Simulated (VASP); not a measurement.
Output of a VASP run:

**OSZICAR**
```
       N       E                     dE             d eps       ncg     rms          rms(c)
DAV:   1     0.153809197234E+03    0.15381E+03   -0.13745E+04  1470   0.181E+03
DAV:   2    -0.441184221918E+02   -0.19793E+03   -0.19103E+03  1470   0.346E+02
DAV:   3    -0.537369911541E+02   -0.96186E+01   -0.92531E+01  1649   0.102E+02
DAV:   4    -0.539528243050E+02   -0.21583E+00   -0.21525E+00  1661   0.136E+01
DAV:   5    -0.539609075891E+02   -0.80833E-02   -0.80800E-02  1749   0.247E+00    0.187E+01
DAV:   6    -0.509749982400E+02    0.29859E+01   -0.71745E+01  1657   0.141E+02    0.206E+01
DAV:   7    -0.460921214879E+02    0.48829E+01   -0.18107E+01  1608   0.729E+01    0.385E+00
DAV:   8    -0.461251495037E+02   -0.33028E-01   -0.10104E+00  1786   0.956E+00    0.232E+00
DAV:   9    -0.460957305145E+02    0.29419E-01   -0.20400E-01  1632   0.697E+00    0.581E-01
DAV:  10    -0.461022495340E+02   -0.65190E-02   -0.19734E-02  1835   0.146E+00    0.157E-01
DAV:  11    -0.461024820751E+02   -0.23254E-03   -0.54158E-03  1544   0.695E-01    0.886E-02
DAV:  12    -0.461038756392E+02   -0.13936E-02   -0.14591E-03  1606   0.388E-01    0.349E-02
DAV:  13    -0.461038594218E+02    0.16217E-04   -0.20879E-04  1515   0.156E-01    0.158E-02
DAV:  14    -0.461039667425E+02   -0.10732E-03   -0.87891E-05  1530   0.902E-02    0.136E-02
DAV:  15    -0.461039688811E+02   -0.21386E-05   -0.23774E-05  1679   0.688E-02    0.471E-03
DAV:  16    -0.461039723874E+02   -0.35063E-05   -0.36087E-06  1417   0.178E-02    0.300E-03
DAV:  17    -0.461039740109E+02   -0.16235E-05   -0.16086E-06  1101   0.159E-02    0.134E-03
DAV:  18    -0.461039743436E+02   -0.33277E-06   -0.19823E-07   770   0.570E-03
   1 F= -.46103974E+02 E0= -.46104147E+02  d E =0.518192E-03
```

OUTCAR:
```
------------------------ aborting loop because EDIFF is reached ----------------------------------------
  FORCE on cell =-STRESS in cart. coord.  units (eV):
  Direction    XX          YY          ZZ          XY          YZ          ZX
  --------------------------------------------------------------------------------------
  Total       -5.3827865     -5.3827865     -5.3827865      0.0000000      0.0000000     -0.0000000
  in kB     -187.9298957   -187.9298957   -187.9298957      0.0000000      0.0000000     -0.0000000
  external PRESSURE =    -187.9298957 kB  Pullay stress =       0.0000000 kB
  volume of cell :       45.89
      direct lattice vectors                 reciprocal lattice vectors
     3.580200000  0.000000000  0.000000000     0.279314005  0.000000000  0.000000000
     0.000000000  3.580200000  0.000000000     0.000000000  0.279314005  0.000000000
     0.000000000  0.000000000  3.580200000     0.000000000  0.000000000  0.279314005
 POSITION                                       TOTAL-FORCE (eV/Angst)
 -----------------------------------------------------------------------------------
      0.00000      0.00000      0.00000         0.000000      0.000000      0.000000
      0.00000      1.79010      1.79010         0.000000      0.000000      0.000000
      1.79010      0.00000      1.79010         0.000000      0.000000      0.000000
      1.79010      1.79010      0.00000         0.000000      0.000000      0.000000
 -----------------------------------------------------------------------------------
    total drift:                                0.000000     -0.000000     -0.000000
  FREE ENERGIE OF THE ION-ELECTRON SYSTEM (eV)
  ---------------------------------------------------
  free  energy   TOTEN  =       -46.1039743436 eV

  energy  without entropy=      -46.1044925353  energy(sigma->0) =      -46.10414707
```
(Selected blocks of OUTCAR.)

File POSCAR:
```
Ni3Si
1
    3.5802000000     0.0000000000     0.0000000000
    0.0000000000     3.5802000000     0.0000000000
    0.0000000000     0.0000000000     3.5802000000
Si Ni
1 3
Direct
  0.0000000000   0.0000000000   0.0000000000
  0.0000000000   0.5000000000   0.5000000000
  0.5000000000   0.0000000000   0.5000000000
  0.5000000000   0.5000000000   0.0000000000
```

Task: Reconstruct the remaining input files.

Result: This is not unique; one that fits is the input of the run itself, r2SCAN meta-GGA, plane waves, VASP's PBE PAW potentials (set 64).

**KPOINTS**
```
Automatic mesh
0
Gamma
8 8 8
0 0 0
```

INCAR:
```
SYSTEM = Ni3Si
PREC = Accurate; ENCUT = 400; LREAL = .False.
LASPH = .True.
EDIFF = 1E-6; NELM = 100; ALGO = Normal
LMAXMIX = 4; LMIXTAU = .True.
ISMEAR = 1; SIGMA = 0.1
METAGGA = R2SCAN
ISIF = 2
LWAVE = .False.; LCHARG = .False.
```

POTCAR, in this order: Si Ni (PBE.64 set). Program: vasp_std.

The compound is Ni3Si in the L1_2 structure. The cell was not relaxed at this level. The run is one of a series of settings (GGA removed, LMIXTAU = .TRUE., METAGGA = R2SCAN against the base run), some of them coarse on purpose. The run is not spin-polarised, so no magnetic state was tried.
